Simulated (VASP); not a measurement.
These are r2SCAN meta-GGA, VASP's PBE PAW potentials (set 64) (plane waves; VASP) values and carry that method's errors.

VASP ran on this input.

INCAR:
```
IDIPOL = 3
ALGO = Normal   # blocked Davidson
LDIPOL = .TRUE.
LMIXTAU = .TRUE.
ISMEAR = 1   # Methfessel-Paxton
LMAXMIX = 4
LWAVE = .FALSE.
LVHAR = .TRUE.
NELM = 100   # most electronic steps
METAGGA = R2SCAN
SYSTEM = Tc(001) slab
DIPOL = 0.5 0.5 0.5
LORBIT = 11
NELMIN = 4
LCHARG = .FALSE.
PREC = Normal
LASPH = .TRUE.
ENCUT = 400   # plane-wave cut-off (eV)
SIGMA = 0.1   # width (eV)
LREAL = .FALSE.   # projection in real space or not
EDIFF = 1E-6
```

File KPOINTS:
```
Automatic mesh
0
Gamma
12 12 1
0 0 0
```

**POSCAR**
```
Tc(001) slab
1
    2.7347294055     0.0000000000     0.0000000000
   -1.3673647028     2.3683455306     0.0000000000
    0.0000000000     0.0000000000    28.1583713424
Tc
6
Direct
  0.6666670000   0.3333330000   0.3798332857
  0.3333330000   0.6666670000   0.3077163552
  0.6666670000   0.3333330000   0.5371405319
  0.3333330000   0.6666670000   0.4628594681
  0.6666670000   0.3333330000   0.6922836448
  0.3333330000   0.6666670000   0.6201667143
```

POTCAR, in this order: Tc_pv (PBE.64 set). Program: vasp_std. Read from the step before: WAVECAR.

What VASP printed:

File OUTCAR:
```
 ion  position               nearest neighbor table
   1  0.667  0.333  0.380-   2 2.57   2 2.57   2 2.57   4 2.82   4 2.82   4 2.82
   2  0.333  0.667  0.308-   1 2.57   1 2.57   1 2.57
   3  0.667  0.333  0.537-   4 2.62   4 2.62   4 2.62   6 2.82   6 2.82   6 2.82
   4  0.333  0.667  0.463-   3 2.62   3 2.62   3 2.62   1 2.82   1 2.82   1 2.82
   5  0.667  0.333  0.692-   6 2.57   6 2.57   6 2.57
   6  0.333  0.667  0.620-   5 2.57   5 2.57   5 2.57   3 2.82   3 2.82   3 2.82
  LATTYP: Found a hexagonal cell.
 ALAT       =     2.7347294055
 C/A-ratio  =    10.2965841102
 Subroutine PRICEL returns:
 Original cell was already a primitive cell.
 Subroutine GETGRP returns: Found 12 space group operations
The static configuration has the point symmetry D_3d.
The dynamic configuration has the point symmetry D_3d.
 Subroutine INISYM returns: Found 12 space group operations
 Subroutine IBZKPT returns following result:
 Found     19 irreducible k-points:

 Following reciprocal coordinates:
            Coordinates               Weight
  0.000000  0.000000  0.000000      1.000000
  0.083333 -0.000000  0.000000      6.000000
  0.166667  0.000000  0.000000      6.000000
  0.250000  0.000000  0.000000      6.000000
  0.333333  0.000000  0.000000      6.000000
  0.416667  0.000000  0.000000      6.000000
  0.500000  0.000000  0.000000      3.000000
  0.083333  0.083333  0.000000      6.000000
  0.166667  0.083333  0.000000     12.000000
  0.250000  0.083333  0.000000     12.000000
  0.333333  0.083333  0.000000     12.000000
  0.416667  0.083333  0.000000     12.000000
  0.166667  0.166667  0.000000      6.000000
  0.250000  0.166667  0.000000     12.000000
  0.333333  0.166667  0.000000     12.000000
  0.416667  0.166667  0.000000      6.000000
  0.250000  0.250000  0.000000      6.000000
  0.333333  0.250000  0.000000     12.000000
  0.333333  0.333333  0.000000      2.000000
...
```

OSZICAR:
```
       N       E                     dE             d eps       ncg     rms          rms(c)
DAV:   1    -0.153918516973E+03   -0.15392E+03   -0.16846E-05  2054   0.311E-02    0.596E-03
DAV:   2    -0.153918542001E+03   -0.25029E-04   -0.19608E-04  2334   0.102E-01    0.331E-02
DAV:   3    -0.153918517039E+03    0.24962E-04   -0.12832E-04  2176   0.837E-02    0.250E-03
DAV:   4    -0.153918507882E+03    0.91573E-05   -0.17158E-06  1380   0.861E-03    0.113E-03
DAV:   5    -0.153918510535E+03   -0.26532E-05   -0.49873E-07  1182   0.605E-03    0.346E-04
DAV:   6    -0.153918511867E+03   -0.13317E-05   -0.17176E-07  1084   0.314E-03    0.234E-04
DAV:   7    -0.153918513036E+03   -0.11689E-05   -0.10386E-07   988   0.236E-03    0.140E-04
DAV:   8    -0.153918513990E+03   -0.95373E-06   -0.88489E-08   940   0.257E-03
   1 F= -.15391851E+03 E0= -.15391753E+03  d E =-.296469E-02
```

### OUTCAR
```
------------------------ aborting loop because EDIFF is reached ----------------------------------------
  FORCE on cell =-STRESS in cart. coord.  units (eV):
  Direction    XX          YY          ZZ          XY          YZ          ZX
  --------------------------------------------------------------------------------------
  Total       -2.2546769     -2.2546777     -0.8135730      0.0000000      0.0000000      0.0000000
  in kB      -19.8074217    -19.8074282     -7.1472696      0.0000000      0.0000000      0.0000000
  external PRESSURE =     -15.5873732 kB  Pullay stress =       0.0000000 kB
  volume of cell :      182.38
      direct lattice vectors                 reciprocal lattice vectors
     2.734729405  0.000000000  0.000000000     0.365666891  0.211117843  0.000000000
    -1.367364703  2.368345531  0.000000000     0.000000000  0.422235686  0.000000000
     0.000000000  0.000000000 28.158371342     0.000000000  0.000000000  0.035513418
 POSITION                                       TOTAL-FORCE (eV/Angst)
 -----------------------------------------------------------------------------------
      1.36737      0.78945     10.69549        -0.000000      0.000000     -0.001865
     -0.00000      1.57890      8.66479         0.000000      0.000000      0.016458
      1.36737      0.78945     15.12500         0.000000      0.000000     -0.000938
     -0.00000      1.57890     13.03337         0.000000     -0.000000      0.000938
      1.36737      0.78945     19.49358        -0.000000      0.000000     -0.016458
     -0.00000      1.57890     17.46288         0.000000     -0.000000      0.001865
 -----------------------------------------------------------------------------------
    total drift:                                0.000000      0.000000      0.000000
  FREE ENERGIE OF THE ION-ELECTRON SYSTEM (eV)
  ---------------------------------------------------
  free  energy   TOTEN  =      -153.9185139897 eV

  energy  without entropy=     -153.9155492948  energy(sigma->0) =     -153.91752576

 total charge

# of ion       s       p       d       tot
------------------------------------------
    1        0.484   6.522   5.126  12.131
    2        0.475   6.392   5.145  12.012
    3        0.479   6.505   5.107  12.091
    4        0.479   6.505   5.107  12.091
    5        0.475   6.392   5.145  12.012
    6        0.484   6.522   5.126  12.131
--------------------------------------------------
tot          2.876  38.837  30.756  72.469
```
(Selected blocks of OUTCAR.)

**OUTCAR**
```
 val. band max:        3.5753393893   @ k =   0.0833  -0.0000   0.0000

 cond. band min:       3.5819500102   @ k =   0.1667   0.0833   0.0000


 Fermi energy:         3.5764653315

 k-point     1 :       0.0000    0.0000    0.0000
  band No.  band energies     occupation
      1     -37.2802      2.00000
      2     -37.1491      2.00000
      3     -36.9142      2.00000
      4     -36.2407      2.00000
      5     -36.0904      2.00000
      6     -36.0904      2.00000
      7     -36.0694      2.00000
      8     -36.0694      2.00000
      9     -36.0368      2.00000
     10     -36.0368      2.00000
     11     -36.0104      2.00000
     12     -35.9092      2.00000
     13     -35.9092      2.00000
     14     -35.8854      2.00000
     15     -35.8160      2.00000
     16     -35.8160      2.00000
     17     -35.8151      2.00000
     18     -35.8151      2.00000
     19      -3.9531      2.00000
     20      -3.2625      2.00000
     21      -2.4077      2.00000
     22      -2.2137      2.00000
     23      -2.0848      2.00000
     24      -2.0001      2.00000
     25       1.2427      2.00000
     26       1.6291      2.00000
     27       1.6505      2.00000
     28       1.6505      2.00000
     29       1.7034      2.00000
     30       1.7034      2.00000
     31       1.7736      2.00000
     32       1.7736      2.00000
     33       1.9601      2.00000
     34       1.9602      2.00000
     35       2.1032      2.00000
     36       2.1776      2.00000
     37       2.1776      2.00000
     38       2.1934      2.00000
     39       2.3439      2.00000
     40       2.3440      2.00000
     41       3.1420      2.00000
     42       3.8610     -0.00043
     43       3.8610     -0.00043
     44       4.4022     -0.00000
     45       4.4022     -0.00000
     46       4.4520     -0.00000

 k-point     2 :       0.0833   -0.0000    0.0000
  band No.  band energies     occupation
      1     -37.2527      2.00000
      2     -37.1300      2.00000
...
```

The cell is a thin slab with vacuum, built from Tc (hcp): (001) face.
